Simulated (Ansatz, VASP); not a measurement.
# SiC (Moissanite): VASP beside Ansatz, part 2 of 2

Wanted: the spread between two codes on one cell, functional and k mesh. The cell is taken from a series of runs on this material, whose earlier steps may have relaxed, scaled, displaced or heated it; both programs get it as it stands.

VASP 6.6.1 and Ansatz 0.2.0.

So far. Step 2 (VASP: single point, LDA, spin-orbit coupling): The run ends at a pressure of -4.66 GPa, with forces up to 0.17 eV/Å.

## 3. Ansatz: single point, LDA, spin-orbit coupling

Level of this step: Ansatz beside VASP: Kohn-Sham DFT, plane waves, LDA, spin-orbit coupling (Ansatz).

Ansatz runs on its fully relativistic PAW (standard-fr) files.

The same cell, functional (in two slightly different forms), mesh and smearing now go to Ansatz, which takes its cutoff from its data sets.

input.yaml reads:

```yaml
crystal:
  lattice:
    - [3.081, 0.0, 0.0]
    - [-1.5405, 2.6682242691, 0.0]
    - [0.0, 0.0, 15.1248]
  atoms:
    - { symbol: Si, position: [0.0, 0.0, 0.0] }
    - { symbol: Si, position: [0.0, 0.0, 0.5] }
    - { symbol: Si, position: [0.3333333333, 0.6666666667, 0.1664] }
    - { symbol: Si, position: [0.6666666667, 0.3333333333, 0.6664] }
    - { symbol: Si, position: [0.6666666667, 0.3333333333, 0.3329] }
    - { symbol: Si, position: [0.3333333333, 0.6666666667, 0.8329] }
    - { symbol: C, position: [0.3333333333, 0.6666666667, 0.0412] }
    - { symbol: C, position: [0.6666666667, 0.3333333333, 0.5412] }
    - { symbol: C, position: [0.6666666667, 0.3333333333, 0.208] }
    - { symbol: C, position: [0.3333333333, 0.6666666667, 0.708] }
    - { symbol: C, position: [0.0, 0.0, 0.3746] }
    - { symbol: C, position: [0.0, 0.0, 0.8746] }
kpoints:
  mp_grid: { grid: [12, 12, 2] }
  band_path:
    path:
      - [0.0, 0.0, 0.0]
      - [0.5, 0.0, 0.0]
      - [0.33333333, 0.33333333, 0.0]
      - [0.0, 0.0, 0.5]
      - [0.5, 0.0, 0.5]
      - [0.33333333, 0.33333333, 0.5]
      - [0.5, 0.0, 0.2]
    npoints: 1
hamiltonian:
  xc: lda
scf:
  occupations: { method: fermi_dirac, width: 0.02 }
  n_extra_bands: 16
magnetization:
  noncollinear: true
  spin_orbit: true
output:
  eigenvalues: true
```

Run with:

```
> ansatz run input.yaml --threads 3 --pin off --max-ram 92160MiB --backend cuda --events-out ev --progress --plain --runs-dir out --devices 1 --max-vram 13GiB
```

Numbers of over 12 decimals in the logs are rounded to 6 here.

What it wrote:

```text
scf.n_extra_bands = 16 over 48 filled bands (N_el = 48.0): the run solves 64 bands
GPUs: using 1 of 1 available (devices: 1).
Engine: ansatz 0.2.0, x86_64-unknown-linux-gnu
Pseudopotentials: kind: paw_fr
Pseudopotential: Si, paw_fr, valence charge 4, recommended cutoff 420 eV (normal), Si.paw.azcp#standard-fr
Pseudopotential: C, paw_fr, valence charge 4, recommended cutoff 420 eV (normal), C.paw.azcp#standard-fr
Functional definition: SPW92
  exchange = slater_x
  correlation = pw_c
non-collinear run that drives no moment, with spin-orbit: no starting moment large enough to seed its density (crystal.atoms[].spin), no starting occupations that ask for one, no magnetisation constraint and no magnetic field, so the semilocal B_xc is pinned to zero
device memory: the entry about to start is reckoned to put 6.1 GiB on a device that reports 56.4 GiB free (of which the cap on the GPU budget leaves the run 13.0 GiB)
GPU FFT provider: cuFFT
GPU libraries: cuBLAS 13.8.2, cuFFT 12.4.0, cuSOLVER 12.3.4
Crystal: 12 atoms, lattice volume = 124.338 Å³
Basis set: ecut = 420 eV, 2415 PW (Γ)
Bands: 64, of which v1, the nominal top of the filled ones, is band 48 counted from 1 (47 counted from 0)
Symmetry: 12 space group operations + 12 with time reversal
Magnetic group: BNS 186.204 (UNI 1434), of the structure as read, at distance tolerance 5.0e-5 Å
k-points: 38 of 288
Projection manifold: j_resolved (fully-relativistic pseudo-atomic orbitals)
Non-local potential: Si, projectors of the file, l = 0: 2, l = 1: 4, l = 2: 4
Non-local potential: C, projectors of the file, l = 0: 2, l = 1: 4, l = 2: 2
PAW form: soft (Blöchl's): semilocal exchange-correlation on the pseudo side does not see the compensation charge
PAW frozen core: Si, regenerated for the run's functional, and the local potential with it (the file was generated under x = pbe(κ = 0.804, μ = 0.219515), c = pbe(β = 0.066725))
PAW frozen core: C, regenerated for the run's functional, and the local potential with it (the file was generated under x = pbe(κ = 0.804, μ = 0.219515), c = pbe(β = 0.066725))
PAW one-centre angular grid: Si, 110 points (default); XC on 64 Gauss nodes
PAW one-centre angular grid: C, 110 points (default); XC on 64 Gauss nodes
Initial density: superposition of atomic densities (chi_scale 0.1, normalization cell, long waves kept (reshape's long-wave potential 0.00 eV rms))
Initial wavefunctions: pseudopotential atomic-orbital guess
GPU buffer pool allocated for 62208 grid points (all kernels)
GPU transforms: local potential and band sums: pruned to the plane-wave sphere, on 24×24×108
Functional: x = slater, c = lda
SCF iter   1: F=—  HF=-5122.177303 eV  |F-HF|=—  |Δ(HF+E_count)|=         —  Δρ=1.39e-1  dr2=2.89e1  dr2_m=0.00e0 (ungated)  ethr=3.10e-3  |M|=0.00e0 ∫|m|=0.00e0 μB  |m|>n=0.0e0 m-floor=0.0e0 τ_xc=0.0e0  β_m=0.30  ⟨swp⟩=6.8  Hψ=13659  notcnv=0  defer=32
preconditioner: auto → none  [insulator: Δε(μ)=3.815 eV  Ē_g=11.968 eV  σ=0.020 eV  W_gap=1.00  n_scr=10 (ndim 8)  ℏωp=23.1 eV  f_vac=0.000  D(μ)=0.00/eV (n_scr^D=0)  ε∞_Penn≈4.7]
SCF iter   2: F=—  HF=-5114.086798 eV  |F-HF|=—  |Δ(HF+E_count)|=    8.09e0  Δρ=5.17e-2  dr2=3.23e0  dr2_m=0.00e0 (ungated)  ethr=3.10e-3  |M|=0.00e0 ∫|m|=0.00e0 μB  |m|>n=0.0e0 m-floor=0.0e0 τ_xc=0.0e0  β_m=0.37  ⟨swp⟩=4.0  Hψ=6178  notcnv=0  defer=364
SCF iter   3: F=—  HF=-5113.249361 eV  |F-HF|=—  |Δ(HF+E_count)|=   8.37e-1  Δρ=2.25e-2  dr2=3.26e-1  dr2_m=0.00e0 (ungated)  ethr=3.10e-3  |M|=0.00e0 ∫|m|=0.00e0 μB  |m|>n=0.0e0 m-floor=0.0e0 τ_xc=0.0e0  β_m=0.59  ⟨swp⟩=2.0  Hψ=4220  notcnv=0  defer=364
SCF iter   4: F=—  HF=-5113.193129 eV  |F-HF|=—  |Δ(HF+E_count)|=   5.62e-2  Δρ=2.08e-3  dr2=1.82e-2  dr2_m=0.00e0 (ungated)  ethr=6.80e-4  |M|=0.00e0 ∫|m|=0.00e0 μB  |m|>n=0.0e0 m-floor=0.0e0 τ_xc=0.0e0  β_m=0.46  ⟨swp⟩=3.1  Hψ=4465  notcnv=0  defer=364
SCF iter   5: F=—  HF=-5113.189052 eV  |F-HF|=—  |Δ(HF+E_count)|=   4.08e-3  Δρ=1.11e-3  dr2=1.50e-3  dr2_m=0.00e0 (ungated)  ethr=3.79e-5  |M|=0.00e0 ∫|m|=0.00e0 μB  |m|>n=0.0e0 m-floor=0.0e0 τ_xc=0.0e0  β_m=0.60  ⟨swp⟩=3.3  Hψ=3750  notcnv=0  defer=364
SCF iter   6: F=—  HF=-5113.188899 eV  |F-HF|=—  |Δ(HF+E_count)|=   1.53e-4  Δρ=3.47e-4  dr2=8.20e-5  dr2_m=0.00e0 (ungated)  ethr=3.12e-6  |M|=0.00e0 ∫|m|=0.00e0 μB  |m|>n=0.0e0 m-floor=0.0e0 τ_xc=0.0e0  β_m=0.68  ⟨swp⟩=2.2  Hψ=3528  notcnv=0  defer=364
SCF iter   7: F=—  HF=-5113.189021 eV  |F-HF|=—  |Δ(HF+E_count)|=   1.22e-4  Δρ=1.04e-4  dr2=2.97e-5  dr2_m=0.00e0 (ungated)  ethr=1.71e-7  |M|=0.00e0 ∫|m|=0.00e0 μB  |m|>n=0.0e0 m-floor=0.0e0 τ_xc=0.0e0  β_m=0.54  ⟨swp⟩=2.2  Hψ=3764  notcnv=0  defer=364
SCF iter   8: F=—  HF=-5113.189016 eV  |F-HF|=—  |Δ(HF+E_count)|=   5.19e-6  Δρ=3.90e-5  dr2=1.58e-6  dr2_m=0.00e0 (ungated)  ethr=6.18e-8  |M|=0.00e0 ∫|m|=0.00e0 μB  |m|>n=0.0e0 m-floor=0.0e0 τ_xc=0.0e0  β_m=0.54  ⟨swp⟩=2.1  Hψ=3338  notcnv=0  defer=364
SCF iter   9: F=—  HF=-5113.189016 eV  |F-HF|=—  |Δ(HF+E_count)|=   1.24e-7  Δρ=1.76e-5  dr2=2.93e-7  dr2_m=0.00e0 (ungated)  ethr=3.29e-9  |M|=0.00e0 ∫|m|=0.00e0 μB  |m|>n=0.0e0 m-floor=0.0e0 τ_xc=0.0e0  β_m=0.49  ⟨swp⟩=2.0  Hψ=3526  notcnv=0  defer=364
SCF iter  10: F=-5113.189016 eV  HF=-5113.189016 eV  |F-HF|=8.78e-9  |Δ(HF+E_count)|=   5.74e-9  Δρ=4.00e-6  dr2=1.59e-8  dr2_m=0.00e0 (ungated)  ethr=2.08e-10  |M|=0.00e0 ∫|m|=0.00e0 μB  |m|>n=0.0e0 m-floor=0.0e0 τ_xc=0.0e0  ⟨swp⟩=13.3  Hψ=10567  notcnv=0
SCF 1 converged in 10 iterations: F = -5113.189016 eV  dr2 = 1.59e-8
  greatest PAW one-centre occupation: 0.637 electrons in one spin orbital (limit 2), on the C atom at site 6 (counted from 0), in its partial waves of l = 0
device memory: the entry about to start is reckoned to put 3.9 GiB on a device that reports 51.2 GiB free (of which the cap on the GPU budget leaves the run 13.0 GiB)
NSCF: frozen V_eff on 7 k-points
SCF converged after 10 iterations
Magnetization: |M| = 0.0000 μB,  M = (+0.0000, +0.0000, +0.0000) μB
Absolute magnetization: 0.0000 μB (∫|m|)
  site 0: m = (+0.0000, +0.0000, +0.0000) μB, |m| = 0.0000 μB  (R = 0.78 Å)
  site 1: m = (+0.0000, +0.0000, +0.0000) μB, |m| = 0.0000 μB  (R = 0.78 Å)
  site 2: m = (+0.0000, +0.0000, +0.0000) μB, |m| = 0.0000 μB  (R = 0.78 Å)
  site 3: m = (+0.0000, +0.0000, +0.0000) μB, |m| = 0.0000 μB  (R = 0.78 Å)
  site 4: m = (+0.0000, +0.0000, +0.0000) μB, |m| = 0.0000 μB  (R = 0.78 Å)
  site 5: m = (+0.0000, +0.0000, +0.0000) μB, |m| = 0.0000 μB  (R = 0.78 Å)
  site 6: m = (+0.0000, +0.0000, +0.0000) μB, |m| = 0.0000 μB  (R = 0.78 Å)
  site 7: m = (+0.0000, +0.0000, +0.0000) μB, |m| = 0.0000 μB  (R = 0.78 Å)
  site 8: m = (+0.0000, +0.0000, +0.0000) μB, |m| = 0.0000 μB  (R = 0.78 Å)
  site 9: m = (+0.0000, +0.0000, +0.0000) μB, |m| = 0.0000 μB  (R = 0.78 Å)
  site 10: m = (+0.0000, +0.0000, +0.0000) μB, |m| = 0.0000 μB  (R = 0.78 Å)
  site 11: m = (+0.0000, +0.0000, +0.0000) μB, |m| = 0.0000 μB  (R = 0.78 Å)
Free energy (F): -5113.189016 eV
Harris-Foulkes:  -5113.189016 eV  (|F-HF|=8.78e-9)
Internal energy: -5113.189016 eV  (E = F + TS)
E sigma→0 (E₀):  -5113.189016 eV
Fermi energy:    10.254211 eV
--- Per-component energies (eV) ---
  E_band       = 161.475533
  E_kinetic    = 813.704431
  E_local      = -639.654451  (includes V_loc(G=0)·N_el)
  E_nonlocal   = 323.319713
  E_hartree    = 191.504702
  E_xc         = -628.093172
  E_vxc        = -656.047953  (∫ρ·V_xc dr)
  E_paw        = -3467.836921  (= ΣΔE_a)
  E_vpaw       = -62.855417  (= ΣTr[D̂ρ^β])
  E_aug_tail   = 0.000076  (compensation charges beyond the density's cutoff)
  E_ewald      = -1707.016885
  E_core_change = 0.883490  (= ΣΔE_core)
  E_smearing   = -0.000000  (= −TS)
  E_closure    = -0.000000  (closes the sum)
  Σ components = -5113.189016   (vs F -5113.189016, Δ=0.00e0)
--- Band table (eV; the first three rows and the last of 38) ---
  k-point 0: bands = [... 44 lower, 9.2688, 9.2688, 9.2769, 9.2769, 14.3910, 14.3910, 14.5611, 14.5611, ... 12 higher]
  k-point 1: bands = [... 44 lower, 9.1820, 9.1820, 9.1820, 9.1820, 14.4574, 14.4574, 14.4574, 14.4574, ... 12 higher]
  k-point 2: bands = [... 44 lower, 9.1572, 9.1603, 9.2236, 9.2237, 14.6833, 14.6839, 14.8767, 14.8775, ... 12 higher]
  k-point 37: bands = [... 44 lower, 7.0024, 7.0024, 7.0033, 7.0033, 12.8569, 12.8569, 12.8597, 12.8597, ... 12 higher]
```

## 4. Comparison

Known differences besides the potentials themselves: spin-orbit coupling enters by fully relativistic files in Ansatz and inside the spheres in VASP; the cutoff is 420 eV in Ansatz and 520 eV in VASP; VASP's log shows a relativistic correction to its local exchange, Ansatz's none. Total energies have different zeros and are not compared.

The two programs side by side:

```
              quantity  Ansatz   VASP  difference
gap on the k mesh (eV)   1.965  1.959      +0.006
```

A gap on the mesh is an upper bound, since the band edges may lie between its points.

## 5. Ansatz: single point, PBE, spin-orbit coupling

With cell and atoms fixed, the geometry can't cause a difference; cores, projectors, grids and the points listed under the comparison can.

The cell is taken from a series of runs on this material, whose earlier steps may have relaxed, scaled, displaced or heated it; both programs get it as it stands.

input.yaml, as its differences from that of step 3:

```diff
@@ -31,3 +31,3 @@
 hamiltonian:
-  xc: lda
+  xc: pbe
 scf:
@@ -40 +40,5 @@
   eigenvalues: true
+  write_density: true
+  write_potential: true
+  elf: true
+  volumetric_format: npy
```

What it wrote:

```text
[...]
GPUs: using 1 of 1 available (devices: 1).
[...]
GPU FFT provider: cuFFT
GPU libraries: cuBLAS 13.8.2, cuFFT 12.4.0, cuSOLVER 12.3.4
Crystal: 12 atoms, lattice volume = 124.338 Å³
Basis set: ecut = 420 eV, 2415 PW (Γ)
Bands: 64, of which v1, the nominal top of the filled ones, is band 48 counted from 1 (47 counted from 0)
[...]
k-point 0: bands = [... 44 lower, 9.5056, 9.5056, 9.5135, 9.5135, 14.6730, 14.6730, 14.8441, 14.8441, ... 12 higher]
  k-point 1: bands = [... 44 lower, 9.4191, 9.4191, 9.4191, 9.4191, 14.7399, 14.7399, 14.7399, 14.7399, ... 12 higher]
  k-point 2: bands = [... 44 lower, 9.3949, 9.3980, 9.4603, 9.4604, 14.9794, 14.9798, 15.1741, 15.1750, ... 12 higher]
  k-point 37: bands = [... 44 lower, 7.2482, 7.2482, 7.2491, 7.2491, 13.1830, 13.1830, 13.1856, 13.1856, ... 12 higher]
[key lines of the parts left out:]
SCF converged after 10 iterations
Magnetization: |M| = 0.0000 μB,  M = (+0.0000, +0.0000, +0.0000) μB
Free energy (F): -5322.969019 eV
Fermi energy:    10.514342 eV
```

## 6. VASP: single point, PBE, spin-orbit coupling

The same cell, functional, mesh and smearing now go to VASP, with its own data sets.

INCAR reads:

```
SYSTEM = SiC
PREC = Accurate
ENCUT = 520
EDIFF = 1E-06
NELM = 200
ISMEAR = -1
SIGMA = 0.02
LREAL = .FALSE.
ALGO = Normal
GGA = PE
LNONCOLLINEAR = .TRUE.
MAGMOM = 0 0 0 0 0 0 0 0 0 0 0 0 0 0 0 0 0 0 0 0 0 0 0 0 0 0 0 0 0 0 0 0 0 0 0 0
NBANDS = 72
GGA_COMPAT = .FALSE.
LASPH = .TRUE.
LSORBIT = .TRUE.
LORBIT = 11
LWAVE = .FALSE.
LCHARG = .FALSE.
ISIF = 2
EFERMI = MIDGAP
KPAR = 2
```

POSCAR reads:

```
SiC
1.0
    3.0810000000      0.0000000000      0.0000000000
   -1.5405000000      2.6682242691      0.0000000000
    0.0000000000      0.0000000000     15.1248000000
Si C
6 6
Direct
    0.0000000000      0.0000000000      0.0000000000
    0.0000000000      0.0000000000      0.5000000000
    0.3333333333      0.6666666667      0.1664000000
    0.6666666667      0.3333333333      0.6664000000
    0.6666666667      0.3333333333      0.3329000000
    0.3333333333      0.6666666667      0.8329000000
    0.3333333333      0.6666666667      0.0412000000
    0.6666666667      0.3333333333      0.5412000000
    0.6666666667      0.3333333333      0.2080000000
    0.3333333333      0.6666666667      0.7080000000
    0.0000000000      0.0000000000      0.3746000000
    0.0000000000      0.0000000000      0.8746000000
```

KPOINTS reads:

```
Automatic mesh
0
Gamma
12 12 2
0 0 0
```

The projector-augmented-wave data sets are Si and C (PBE family, release 64).

Run with:

```
> mpirun -np 2 vasp_ncl
```

What it wrote:

```text
[banner, memory and clock lines left out]
running    2 mpi-ranks, on    1 nodes
[...]
LDA part: xc-table for (Slater+PW92), standard interpolation
 POSCAR, INCAR and KPOINTS ok, starting setup
[...]
entering main loop
       N       E                     dE             d eps       ncg     rms          rms(c)
DAV:   1     0.131882142666E+03    0.13188E+03   -0.21678E+04  5472   0.120E+03
DAV:   2    -0.874699948315E+02   -0.21935E+03   -0.20576E+03  6880   0.217E+02
DAV:   3    -0.101216467808E+03   -0.13746E+02   -0.13630E+02  7056   0.506E+01
DAV:   4    -0.101454144587E+03   -0.23768E+00   -0.23698E+00  6928   0.747E+00
[...]
DAV:  12    -0.903581358123E+02   -0.25086E-04   -0.61190E-05  6528   0.437E-02    0.114E-02
DAV:  13    -0.903581380908E+02   -0.22784E-05   -0.76321E-06  6776   0.123E-02    0.344E-03
DAV:  14    -0.903581383433E+02   -0.25257E-06   -0.60139E-07  4496   0.467E-03
   1 F= -.90358138E+02 E0= -.90358138E+02  d E =0.000000E+00  mag=    -0.0000     0.0000     0.0000
```

From OUTCAR (step 6):

```text
  Total        2.2798080      2.2798080      2.0140645      0.0000000      0.0000000      0.0000000
  in kB       29.3768472     29.3768472     25.9525651      0.0000000      0.0000000      0.0000000
  external PRESSURE =      28.2354199 kB  Pullay stress =       0.0000000 kB

 POSITION                                       TOTAL-FORCE (eV/Angst)
 -----------------------------------------------------------------------------------
      0.00000      0.00000      0.00000         0.000000     -0.000000     -0.164181
      0.00000      0.00000      7.56240        -0.000000      0.000000     -0.164181
     -0.00000      1.77882      2.51677         0.000000     -0.000000     -0.000070
      1.54050      0.88941     10.07917         0.000000     -0.000000     -0.000070
      1.54050      0.88941      5.03505         0.000000     -0.000000      0.100968
     -0.00000      1.77882     12.59745        -0.000000      0.000000      0.100968
     -0.00000      1.77882      0.62314         0.000000     -0.000000      0.175279
      1.54050      0.88941      8.18554        -0.000000      0.000000      0.175279
      1.54050      0.88941      3.14596         0.000000     -0.000000     -0.042243
     -0.00000      1.77882     10.70836        -0.000000      0.000000     -0.042243
      0.00000      0.00000      5.66575        -0.000000      0.000000     -0.069753
      0.00000      0.00000     13.22815         0.000000     -0.000000     -0.069753
 -----------------------------------------------------------------------------------
    total drift:                               -0.000000     -0.000000      0.000225

  FREE ENERGIE OF THE ION-ELECTRON SYSTEM (eV)
  ---------------------------------------------------
[...]
1        0.000  -0.000   0.000  -0.000
    2        0.000   0.000   0.000   0.000
    3        0.000  -0.000   0.000  -0.000
    4       -0.000  -0.000   0.000  -0.000
    5        0.000  -0.000   0.000  -0.000
    6        0.000   0.000   0.000   0.000
    7        0.000  -0.000   0.000  -0.000
    8       -0.000   0.000   0.000   0.000
    9        0.000  -0.000   0.000   0.000
   10        0.000  -0.000   0.000  -0.000
   11       -0.000   0.000   0.000  -0.000
   12        0.000  -0.000   0.000  -0.000
--------------------------------------------------
tot         -0.000  -0.000   0.000  -0.000

 magnetization (y)
# of ion       s       p       d       tot
------------------------------------------
    1        0.000   0.000   0.000   0.000
    2        0.000   0.000   0.000   0.000
    3        0.000   0.000   0.000   0.000
    4        0.000   0.000   0.000   0.000
    5        0.000   0.000   0.000   0.000
    6        0.000  -0.000   0.000  -0.000
    7        0.000   0.000   0.000   0.000
    8        0.000   0.000   0.000   0.000
    9        0.000   0.000   0.000   0.000
   10        0.000   0.000   0.000   0.000
   11        0.000  -0.000   0.000  -0.000
   12       -0.000   0.000   0.000  -0.000
--------------------------------------------------
tot          0.000  -0.000   0.000  -0.000

 magnetization (z)
# of ion       s       p       d       tot
------------------------------------------
    1        0.000   0.000   0.000   0.000
    2        0.000   0.000   0.000   0.000
    3        0.000  -0.000   0.000  -0.000
    4       -0.000  -0.000   0.000  -0.000
    5       -0.000   0.000   0.000   0.000
    6       -0.000   0.000   0.000   0.000
    7        0.000  -0.000   0.000   0.000
    8        0.000   0.000   0.000   0.000
    9       -0.000   0.000   0.000   0.000
   10       -0.000   0.000   0.000   0.000
   11        0.000  -0.000   0.000  -0.000
   12        0.000  -0.000   0.000  -0.000
--------------------------------------------------
tot         -0.000   0.000   0.000   0.000

[... 2 parts as in an earlier step ...]

[... 1 further part left out ...]
[key lines of the parts left out:]
E-fermi :   9.1480
```

The run ends at a pressure of 2.82 GPa, with forces up to 0.18 eV/Å.

## 7. Side by side

The two programs side by side:

```
              quantity  Ansatz   VASP  difference
gap on the k mesh (eV)   2.012  2.010      +0.002
```

A gap on the mesh is an upper bound, since the band edges may lie between its points.

## 8. Summary of results

```
difference in gap on the k mesh (single point, LDA, spin-orbit coupling) : 0.0060 eV
difference in gap on the k mesh (single point, PBE, spin-orbit coupling) : 0.0017 eV
```

What this shows: The difference in gap on the k mesh is 0.0060 eV (single point, LDA, spin-orbit coupling), within the 0.08 eV picked in this series as the mark of a large difference. How closely two codes agree says nothing of how well the functional describes the real material.

[Lines on the potential files, build, host, timing and source positions are cut from VASP's logs without a mark.]

[Logs are printed without paths, hosts, clocks, repeated set-up lines and the standing remarks that a program may print on its own settings, such as how far it seeks lower states.]

[Hosts, paths, dates, database ids (printed as entryN), source tags and the programs' standing remarks are cut or masked in the printed files.]
